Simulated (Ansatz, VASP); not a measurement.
# Ge (Germanium): VASP beside Ansatz

One calculation is typed for both programs; each brings its own data sets. How far apart do they land? The cell is taken from a series of runs on this material, whose earlier steps may have relaxed, scaled, displaced or heated it; both programs get it as it stands.

Program: Ansatz 0.2.0. Level of theory: plane waves, with VASP 6.6.1 beside it; zone-centre phonons at LDA. Results are calculated unless marked as measured.

### 1. The starting structure

Symmetry: I4_1/amd, No. 141, tetragonal system. The conventional cell has a = 3.816 Å, b = 3.816 Å, c = 5.794 Å, α = 90.00°, β = 90.00°, γ = 90.00°. Nearest to Ge lie 4 Ge at 2.40 Å.

Coordinates:

```
Ge
1.0
     0.00000    2.69828    2.89718
     2.69828    0.00000    2.89718
     2.69828    2.69828    0.00000
Ge
2
Direct
  0.50000 0.50000 0.50000
  0.75000 0.75000 0.75000
```

### 2. VASP: zone-centre phonons, LDA

Second derivatives magnify differences that forces hide, and they need a tight electronic threshold.

Lines of VASP's logs that name or quote its potential files are left out, and so is its time.

The input, INCAR:

```
SYSTEM = Ge
PREC = Accurate
ENCUT = 500
EDIFF = 1E-08
NELM = 120
ISMEAR = 1
SIGMA = 0.2
LREAL = .FALSE.
ALGO = Normal
GGA = CA
NBANDS = 20
LORBIT = 11
LWAVE = .FALSE.
LCHARG = .FALSE.
ISIF = 2
IBRION = 8
LASPH = .TRUE.
GGA_COMPAT = .FALSE.
KPAR = 2
```

The input, POSCAR:

```
Ge
1.0
    0.0000000000      2.6982828896      2.8971775870
    2.6982828896      0.0000000000      2.8971775870
    2.6982828896      2.6982828896      0.0000000000
Ge
2
Direct
    0.5000000000      0.5000000000      0.5000000000
    0.7500000000      0.7500000000      0.7500000000
```

The input, KPOINTS:

```
Automatic mesh
0
Gamma
16 16 16
0 0 0
```

PAW data sets: Ge_d (LDA family, release 64).

Launch:

```sh
$ mpirun -np 2 vasp_std
```

Numbers of over 12 decimals in the logs are rounded to 6 here.

Output:

```text
[banner, memory and clock lines left out]
running    2 mpi-ranks, on    1 nodes
 distrk:  each k-point on    1 cores,    2 groups
 distr:  one band on    1 cores,    1 groups

 POSCAR found type information on POSCAR Ge
 POSCAR found :  1 types and       2 ions
 LDA part: xc-table for (Slater(with rela. corr.)+CA(PZ))
 , standard interpolation
 POSCAR, INCAR and KPOINTS ok, starting setup
 FFT: planning ... GRIDC
 FFT: planning ... GRID_SOFT
 FFT: planning ... GRID
 WAVECAR not read
 entering main loop
       N       E                     dE             d eps       ncg     rms          rms(c)
DAV:   1     0.181643477225E+03    0.18164E+03   -0.14650E+04 15156   0.378E+03
DAV:   2     0.142622260076E+02   -0.16738E+03   -0.16268E+03 13996   0.582E+02
DAV:   3    -0.977376489552E+01   -0.24036E+02   -0.23850E+02 15724   0.142E+02
DAV:   4    -0.105171794344E+02   -0.74341E+00   -0.74286E+00 15716   0.294E+01
DAV:   5    -0.105290010034E+02   -0.11822E-01   -0.11821E-01 15640   0.400E+00    0.360E+00
DAV:   6    -0.103906591176E+02    0.13834E+00   -0.45736E-02 15464   0.169E+00    0.206E+00
DAV:   7    -0.103228560414E+02    0.67803E-01   -0.90005E-02 14784   0.221E+00    0.145E-01
DAV:   8    -0.103236014812E+02   -0.74544E-03   -0.63648E-03 15692   0.892E-01    0.442E-02
DAV:   9    -0.103236231389E+02   -0.21658E-04   -0.10294E-04 16072   0.981E-02    0.148E-02
DAV:  10    -0.103236194353E+02    0.37036E-05   -0.10153E-05 17940   0.500E-02    0.481E-03
DAV:  11    -0.103236191509E+02    0.28443E-06   -0.13825E-06 15208   0.852E-03    0.180E-03
DAV:  12    -0.103236191357E+02    0.15207E-07   -0.10429E-07 19000   0.595E-03    0.420E-04
DAV:  13    -0.103236191348E+02    0.86493E-09   -0.53644E-09  9752   0.685E-04
   1 F= -.10323619E+02 E0= -.10323706E+02  d E =0.260596E-03
 Linear response reoptimize wavefunctions to high precision
DAV:   1    -0.103236191348E+02   -0.10914E-10   -0.77775E-10  9428   0.352E-04
 Linear response DOF=           2
 Linear response progress:
  Degree of freedom:   1/  2
       N       E                     dE             d eps       ncg     rms          rms(c)
RMM:   1    -0.187511234142E+00   -0.18751E+00    0.90186E+00 53116   0.460E+01
RMM:   2    -0.195092336353E+00   -0.75811E-02   -0.14119E-02 70726   0.117E+00    0.787E-02
RMM:   3    -0.195188818009E+00   -0.96482E-04   -0.10270E-03 76099   0.330E-01    0.454E-02
RMM:   4    -0.195164309051E+00    0.24509E-04   -0.68032E-05 80518   0.828E-02    0.493E-03
RMM:   5    -0.195171802889E+00   -0.74938E-05   -0.41144E-06 77569   0.185E-02    0.258E-03
RMM:   6    -0.195182919228E+00   -0.11116E-04   -0.36679E-07 78973   0.509E-03    0.328E-04
RMM:   7    -0.195182251044E+00    0.66818E-06   -0.97123E-08 80887   0.157E-03    0.188E-04
RMM:   8    -0.195181543499E+00    0.70754E-06   -0.32519E-08 81485   0.561E-04    0.326E-05
RMM:   9    -0.195181398569E+00    0.14493E-06   -0.38957E-08 82259   0.255E-04    0.148E-05
RMM:  10    -0.195181446759E+00   -0.48190E-07   -0.36984E-08 82952   0.135E-04    0.411E-06
RMM:  11    -0.195181455926E+00   -0.91669E-08   -0.30147E-08 84883   0.912E-05    0.199E-06
 first order change of Fermi-energy   0.25954E-04
 force on displaced ion       1 direction 1 : -12.543  -0.000   0.000
 Linear response progress:
  Degree of freedom:   2/  2
       N       E                     dE             d eps       ncg     rms          rms(c)
RMM:   1    -0.188276919770E+00   -0.18828E+00    0.84524E+00 29650   0.447E+01
RMM:   2    -0.195964709115E+00   -0.76878E-02   -0.15146E-02 40290   0.120E+00    0.852E-02
RMM:   3    -0.196097010399E+00   -0.13230E-03   -0.10457E-03 43313   0.329E-01    0.489E-02
RMM:   4    -0.196113211868E+00   -0.16201E-04   -0.65388E-05 45780   0.816E-02    0.456E-03
RMM:   5    -0.196117354126E+00   -0.41423E-05   -0.39525E-06 44347   0.185E-02    0.249E-03
RMM:   6    -0.196122930032E+00   -0.55759E-05   -0.21980E-07 44929   0.490E-03    0.331E-04
RMM:   7    -0.196122591766E+00    0.33827E-06   -0.52510E-08 45579   0.151E-03    0.140E-04
RMM:   8    -0.196122016375E+00    0.57539E-06   -0.20773E-09 45755   0.572E-04    0.333E-05
RMM:   9    -0.196121952972E+00    0.63402E-07   -0.56609E-09 46379   0.256E-04    0.127E-05
RMM:  10    -0.196122067435E+00   -0.11446E-06   -0.13271E-09 46328   0.135E-04    0.339E-06
RMM:  11    -0.196122084824E+00   -0.17389E-07   -0.84720E-09 48152   0.863E-05    0.168E-06
RMM:  12    -0.196122096540E+00   -0.11716E-07   -0.40298E-09 53126   0.650E-05    0.244E-07
RMM:  13    -0.196122096018E+00    0.52209E-09   -0.66585E-09 51904   0.548E-05    0.338E-07
 first order change of Fermi-energy   0.20535E-03
 force on displaced ion       1 direction 3 :  -0.000  -0.000 -12.504
 Linear response finished
```

Parts of OUTCAR (step 2):

```text
ion  position               nearest neighbor table
   1  0.500  0.500  0.500-   2 2.40   2 2.40   2 2.40   2 2.40
   2  0.750  0.750  0.750-   1 2.40   1 2.40   1 2.40   1 2.40

  LATTYP: Found a body centered tetragonal cell.
 ALAT       =     3.8159482576
 C/A-ratio  =     1.5184574797

 Subroutine GETGRP returns: Found 16 space group operations
 (whereof  8 operations were pure point group operations)

The static configuration has the point symmetry D_2d.
 The point group associated with its full space group is D_4h.

 Found    349 irreducible k-points:

   k-points           NKPTS =    349   k-points in BZ     NKDIM =    349   number of bands    NBANDS=     20

   dimension x,y,z NGX =    30 NGY =   30 NGZ =   28
   dimension x,y,z NGXF=    60 NGYF=   60 NGZF=   56

   ENCUT  =  500.0 eV  36.75 Ry    6.06 a.u.   7.22  7.22  6.96*2*pi/ulx,y,z

   NELECT =      28.0000    total number of electrons

 k-points in reciprocal lattice and weights: Automatic mesh
   0.00000000  0.00000000  0.00000000       0.000
   0.06250000 -0.00000000  0.00000000       0.002
   0.12500000 -0.00000000  0.00000000       0.002
   0.18750000 -0.00000000  0.00000000       0.002
   0.25000000 -0.00000000  0.00000000       0.002
   0.31250000  0.00000000  0.00000000       0.002
   0.37500000 -0.00000000  0.00000000       0.002
   0.43750000 -0.00000000  0.00000000       0.002
   0.50000000 -0.00000000  0.00000000       0.001
[...]
-0.31250000  0.18750000  0.50000000       0.001
  -0.25000000  0.25000000  0.50000000       0.000

 average (electrostatic) potential at core
       1 -74.7749       2 -74.7749

  Total        1.6699531      1.6699531      0.0352268      0.0000000      0.0000000      0.0000000
  in kB       63.4212489     63.4212489      1.3378374      0.0000000      0.0000000      0.0000000
  external PRESSURE =      42.7267784 kB  Pullay stress =       0.0000000 kB

  energy-cutoff  :      500.00
  volume of cell :       42.19
      direct lattice vectors                 reciprocal lattice vectors
     0.000000000  2.698282890  2.897177587    -0.185303032  0.185303032  0.172581758
     2.698282890  0.000000000  2.897177587     0.185303032 -0.185303032  0.172581758
     2.698282890  2.698282890  0.000000000     0.185303032  0.185303032 -0.172581758

 POSITION                                       TOTAL-FORCE (eV/Angst)
 -----------------------------------------------------------------------------------
      2.69828      2.69828      2.89718        -0.000000     -0.000000      0.000000
      4.04742      4.04742      4.34577         0.000000      0.000000     -0.000000
 -----------------------------------------------------------------------------------
    total drift:                                0.000000     -0.000000     -0.000000

 Eigenvectors and eigenvalues of the dynamical matrix
 ----------------------------------------------------

   1 f  =    9.189071 THz    57.736633 2PiTHz  306.514401 cm-1    38.002925 meV
             X         Y         Z           dx          dy          dz
      2.698283  2.698283  2.897178     0.707107    0.000000    0.000000
      4.047424  4.047424  4.345766    -0.707107    0.000000    0.000000

   2 f  =    9.189071 THz    57.736633 2PiTHz  306.514401 cm-1    38.002925 meV
             X         Y         Z           dx          dy          dz
      2.698283  2.698283  2.897178     0.000000   -0.707107   -0.000000
      4.047424  4.047424  4.345766     0.000000    0.707107    0.000000

   3 f  =    9.174609 THz    57.645769 2PiTHz  306.032020 cm-1    37.943118 meV
             X         Y         Z           dx          dy          dz
      2.698283  2.698283  2.897178     0.000000    0.000000   -0.707107
      4.047424  4.047424  4.345766     0.000000   -0.000000    0.707107

   4 f  =    0.000000 THz     0.000001 2PiTHz    0.000006 cm-1     0.000001 meV
             X         Y         Z           dx          dy          dz
      2.698283  2.698283  2.897178     0.000000   -0.700473    0.096630
      4.047424  4.047424  4.345766     0.000000   -0.700473    0.096630

   5 f  =    0.000000 THz     0.000000 2PiTHz    0.000000 cm-1     0.000000 meV
             X         Y         Z           dx          dy          dz
      2.698283  2.698283  2.897178     0.707107    0.000000    0.000000
      4.047424  4.047424  4.345766     0.707107    0.000000    0.000000

   6 f/i=    0.000000 THz     0.000001 2PiTHz    0.000004 cm-1     0.000000 meV
             X         Y         Z           dx          dy          dz
      2.698283  2.698283  2.897178     0.000000    0.096630    0.700473
      4.047424  4.047424  4.345766     0.000000    0.096630    0.700473

 ELASTIC MODULI CONTR FROM IONIC RELAXATION (kBar)
 Direction    XX          YY          ZZ          XY          YZ          ZX
 --------------------------------------------------------------------------------
 XX           0.0000      0.0000      0.0000      0.0000      0.0000      0.0000
 YY           0.0000      0.0000      0.0000      0.0000      0.0000      0.0000
 ZZ           0.0000      0.0000      0.0000      0.0000      0.0000      0.0000
 XY           0.0000      0.0000      0.0000   -320.5015      0.0000      0.0000
 YZ           0.0000      0.0000      0.0000      0.0000   -342.7692      0.0000
 ZX           0.0000      0.0000      0.0000      0.0000      0.0000   -309.1075
 --------------------------------------------------------------------------------
```

### 3. Ansatz: zone-centre phonons, LDA

Ansatz runs on its PAW soft_1 files.

The same cell, functional (in two slightly different forms), mesh and smearing now go to Ansatz, which takes its cutoff from its data sets.

The input, input.yaml:

```yaml
crystal:
  lattice:
    - [0.0, 2.6982828896, 2.897177587]
    - [2.6982828896, 0.0, 2.897177587]
    - [2.6982828896, 2.6982828896, 0.0]
  atoms:
    - { symbol: Ge, position: [0.5, 0.5, 0.5] }
    - { symbol: Ge, position: [0.75, 0.75, 0.75] }
kpoints:
  mp_grid: { grid: [16, 16, 16] }
hamiltonian:
  xc: lda
  pseudopotentials: { kind: paw, azcp: { folder: soft_1 }, xc_functional: pbe }
scf:
  occupations: { method: methfessel_paxton, width: 0.2 }
output:
  eigenvalues: true
phonons:
  method: dfpt
```

Launch:

```sh
$ ansatz run input.yaml --threads 4 --pin off --max-ram 10240MiB --backend cpu --events-out ev --progress --plain --runs-dir out
```

Output:

```text
zone centre: on kpoints.mp_grid the ground state, and the responses unless they are solved on pairs of k-points, stand on 621 of the mesh's 4096 k-points, reduced under 4 symmetry operations, with k and −k counted as one. Each operation leaves every solved displacement unchanged or reverses it
Engine: ansatz 0.2.0, aarch64-unknown-linux-gnu
Pseudopotentials: kind: paw
Pseudopotential: Ge, paw, valence charge 14, recommended cutoff 420 eV (normal), soft_1/Ge.paw.azcp
Functional definition: SPW92
  exchange = slater_x
  correlation = pw_c
Crystal: 2 atoms, lattice volume = 42.187 Å³
Basis set: ecut = 420 eV, 821 PW (Γ), exchange–correlation on 64×64×64 points (8 copies of the dense FFT grid, shifted against one another)
Bands: 18, of which v1, the nominal top of the filled ones, is band 14 counted from 1 (13 counted from 0)
Symmetry: 16 space group operations
k-points: 621 of 4096 (irreducible under 4 space group operations, time reversal used)
Non-local potential: Ge, projectors of the file, l = 0: 2, l = 1: 2, l = 2: 3, l = 3: 1
PAW form: soft (Blöchl's): semilocal exchange-correlation on the pseudo side does not see the compensation charge
PAW frozen core: Ge, regenerated for the run's functional, and the local potential with it (the file was generated under x = pbe(κ = 0.804, μ = 0.219515), c = pbe(β = 0.066725))
PAW one-centre angular grid: Ge, 590 points (default); XC on 64 Gauss nodes
Initial density: superposition of atomic densities (chi_scale 0.1, normalization cell)
Initial wavefunctions: pseudopotential atomic-orbital guess
Functional: x = slater, c = lda
SCF iter   1: F=—  HF=-8431.540449 eV  |F-HF|=—  |Δ(HF+E_count)|=         —  Δρ=3.79e-2  dr2=5.53e-1  ethr=3.10e-3  ⟨swp⟩=5.1  Hψ=52373  notcnv=0
preconditioner: auto → Kerker (q_TF=auto, 2.548 Å⁻¹)  [metal: Δε(μ)=0.091 eV  Ē_g=23.710 eV  σ=0.200 eV  W_gap=0.37  n_scr=14 (ndim 8)  ℏωp=30.3 eV  f_vac=0.000  D(μ)=0.03/eV (n_scr^D=0)]
SCF iter   2: F=—  HF=-8431.470263 eV  |F-HF|=—  |Δ(HF+E_count)|=   7.02e-2  S|Δr|=    0.00e0  Δρ=2.47e-2  dr2=2.73e-1  ethr=1.97e-3  ⟨swp⟩=1.1  Hψ=16189  notcnv=0
SCF iter   3: F=—  HF=-8431.390631 eV  |F-HF|=—  |Δ(HF+E_count)|=   7.96e-2  S|Δr|=    0.00e0  Δρ=4.14e-3  dr2=1.16e-2  ethr=9.75e-4  ⟨swp⟩=2.0  Hψ=16132  notcnv=0
SCF iter   4: F=—  HF=-8431.390066 eV  |F-HF|=—  |Δ(HF+E_count)|=   5.65e-4  S|Δr|=    0.00e0  Δρ=2.02e-3  dr2=2.46e-3  ethr=4.15e-5  ⟨swp⟩=2.0  Hψ=17388  notcnv=0
SCF iter   5: F=—  HF=-8431.389449 eV  |F-HF|=—  |Δ(HF+E_count)|=   6.18e-4  S|Δr|=    0.00e0  Δρ=7.58e-4  dr2=1.36e-4  ethr=8.78e-6  ⟨swp⟩=2.0  Hψ=19878  notcnv=0
SCF iter   6: F=—  HF=-8431.389401 eV  |F-HF|=—  |Δ(HF+E_count)|=   4.77e-5  S|Δr|=    0.00e0  Δρ=1.20e-4  dr2=3.82e-6  ethr=4.84e-7  ⟨swp⟩=2.0  Hψ=19049  notcnv=0
SCF iter   7: F=—  HF=-8431.389406 eV  |F-HF|=—  |Δ(HF+E_count)|=   4.95e-6  S|Δr|=    0.00e0  Δρ=3.40e-5  dr2=3.22e-7  ethr=1.36e-8  ⟨swp⟩=2.0  Hψ=19851  notcnv=0
SCF iter   8: F=—  HF=-8431.389406 eV  |F-HF|=—  |Δ(HF+E_count)|=   2.11e-8  S|Δr|=    0.00e0  Δρ=7.59e-6  dr2=1.84e-8  ethr=1.15e-9  ⟨swp⟩=2.0  Hψ=19558  notcnv=0
SCF iter   9: F=—  HF=-8431.389406 eV  |F-HF|=—  |Δ(HF+E_count)|=   2.49e-8  S|Δr|=    0.00e0  Δρ=1.20e-6  dr2=4.98e-10  ethr=6.58e-11  ⟨swp⟩=2.0  Hψ=19590  notcnv=0
SCF iter  10: F=-8431.389406 eV  HF=-8431.389406 eV  |F-HF|=3.64e-12  |Δ(HF+E_count)|=  7.55e-10  S|Δr|=    0.00e0  Δρ=1.05e-7  dr2=3.49e-12  ethr=1.00e-12  ⟨swp⟩=4.1  Hψ=53404  notcnv=0
SCF 1 converged in 10 iterations: F = -8431.389406 eV  dr2 = 3.49e-12
  greatest PAW one-centre occupation: 0.998 electrons in one spin orbital (limit 2), on the Ge atom at site 1 (counted from 0), in its partial waves of l = 2
DFPT response loops at Γ: preconditioner auto → Kerker (q_TF=auto, 2.548 Å⁻¹) (partly filled bands, converged f_vac=0.043); β = 1.00, the filter's whole step (`scf.mixing.beta` (0.50) is not read by the response loops under this deck's `scf.mixing.preconditioner`; to damp them name `kerker` or `kerker_dos`, under which they read `scf.mixing.beta`, and type it under 1.00, their step now; both keys bind the ground state too); Broyden in place of MSR1
SCF converged after 10 iterations
Stability not checked: this state was not tested for a lower state beside it, because cold or Methfessel-Paxton smearing, or corrected tetrahedra, fill the levels in a way that the test cannot read (fill_not_monotonic; see scf.lower_state_search)
Free energy (F): -8431.389406 eV
Harris-Foulkes:  -8431.389406 eV  (|F-HF|=3.64e-12)
Internal energy: -8431.389654 eV  (E = F + TS)
E sigma→0 (E₀):  -8431.389468 eV
Entropy (-TS):   0.000248 eV (0.124 meV/atom)
Fermi energy:    9.346907 eV
--- Per-component energies (eV) ---
  E_band       = -287.873306
  E_kinetic    = 188.659303
  E_local      = -4404.491470  (includes V_loc(G=0)·N_el)
  E_nonlocal   = 442.717487
  E_hartree    = 2104.693234
  E_xc         = -143.926668
  E_vxc        = -132.678151  (∫ρ·V_xc dr)
  E_paw        = -3869.522969  (= ΣΔE_a)
  E_vpaw       = -591.466992  (= ΣTr[D̂ρ^β])
  E_aug_tail   = 0.000028  (compensation charges beyond the density's cutoff)
  E_ewald      = -2753.335252
  E_core_change = 3.816653  (= ΣΔE_core)
  E_smearing   = 0.000248  (= −TS)
  E_closure    = 0.000000  (closes the sum)
  Σ components = -8431.389406   (vs F -8431.389406, Δ=0.00e0)
--- Band table (eV; the first three rows and the last of 621) ---
  k-point 0: bands = [... 10 lower, -4.1651, 8.7833, 9.4071, 9.4071, 9.6148, 11.6685, 11.6685, 12.0089]
  k-point 1: bands = [... 10 lower, -4.1140, 8.0905, 8.9280, 9.3032, 10.2929, 11.8164, 11.8169, 12.2288]
  k-point 2: bands = [... 10 lower, -3.9616, 6.8282, 8.6186, 9.0612, 10.4071, 12.1777, 12.2345, 12.9531]
  k-point 620: bands = [... 10 lower, -0.2692, -0.2692, 6.2439, 6.2439, 10.1910, 10.1910, 19.1317, 19.1317]
--- Phonons (Γ-DFPT): 2 representative perturbations + reference, on 621 of 4096 k-points (Σ response iterations 6) ---
  k mesh reduced under 4 symmetry operations, with k and −k counted as one. Each operation leaves every solved displacement unchanged or reverses it
  ASR residual: 1.577e-5 → 0.000e0 eV/Å²; symmetrization residual: 4.187e-12 eV/Å²
  ASR residual per site (eV/Å²): 1.58e-5 1.58e-5
  Γ frequencies (cm⁻¹): 0.00 0.00 0.00 304.25 304.86 304.86
  non-analytic LO–TO correction: not included (Born effective charges unavailable; polar crystals: no LO–TO splitting at Γ)
```

The column dr2 measures how far the density is from self-consistency, as an energy; F and HF (Harris–Foulkes) agree once it is small.

### 4. Differences

Known differences besides the potentials themselves: the two LDA forms differ slightly; the cutoff is 420 eV in Ansatz and 500 eV in VASP; VASP's log shows a relativistic correction to its local exchange, Ansatz's none. Total energies have different zeros and are not compared.

The two programs side by side:

```csv
quantity,Ansatz,VASP,difference
optical mode 1 (cm⁻¹),304.2,306.0,-0.58 %
optical mode 2 to 3 (cm⁻¹),304.9,306.5,-0.54 %
```

Modes are paired by rising frequency, not by their patterns, so a pair may set unlike modes beside each other; they are those without the splitting of longitudinal modes.

### 5. Results

```json
{
 "r.m.s. difference of the optical zone-centre modes, each program's sorted by frequency (zone-centre phonons, LDA)": "1.7 cm⁻¹",
 "difference in optical mode 1 (zone-centre phonons, LDA)": "-0.6 %"
}
```

What this shows: The r.m.s. difference of the optical zone-centre modes, each program's sorted by frequency is 1.7 cm⁻¹ (zone-centre phonons, LDA). Among the rows given in per cent, the largest difference of the zone-centre phonons, LDA pair is in optical mode 1, -0.6 %. How closely two codes agree says nothing of how well the functional describes the real material.

[Lines on the potential files, build, host, timing and source positions are cut from VASP's logs without a mark.]

[Logs are printed without paths, hosts, clocks, repeated set-up lines and the standing remarks that a program may print on its own settings, such as how far it seeks lower states.]

[Hosts, paths, dates, database ids (printed as entryN), source tags and the programs' standing remarks are cut or masked in the printed files.]
